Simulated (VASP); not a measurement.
Here is the system:

```xyz
6
Lattice="4.7958 0.0000 0.0000 0.0000 4.7958 0.0000 0.0000 0.0000 3.2352" Properties=species:S:1:pos:R:3 pbc="T T T"
Sn     4.7958     0.0000     0.0000
Sn     2.3979     2.3979     1.6176
O      1.4687     1.4687     0.0000
O      3.8666     0.9292     1.6176
O      0.9292     3.8666     1.6176
O      3.3271     3.3271     3.2352
```

All values below come from PBE GGA with D3 dispersion (Becke-Johnson damping), VASP's PBE PAW potentials (set 64) (plane waves; VASP 6.6.1). Settings: 520 eV cut-off, 5×5×8 Γ-centred mesh, tetrahedra with Blöchl corrections, potentials Sn_d O.

Unless said otherwise, spin-orbit coupling is left out, though it shifts the bands of the heavy elements here.

Question: Estimate the energy per atom (σ→0), band gap (on the k-mesh) with the smallest direct gap where there is one.

Answer: 
```json
{
 "band gap (on the k-mesh)": "0.79 eV",
 "smallest direct gap (on the k-mesh)": "0.79 eV",
 "energy per atom (σ→0)": "-6.431 eV/atom"
}
```

Total energies compare only between runs with the same potentials, cut-off and functional.

The compound is SnO2 in the rutile structure. It was relaxed first.
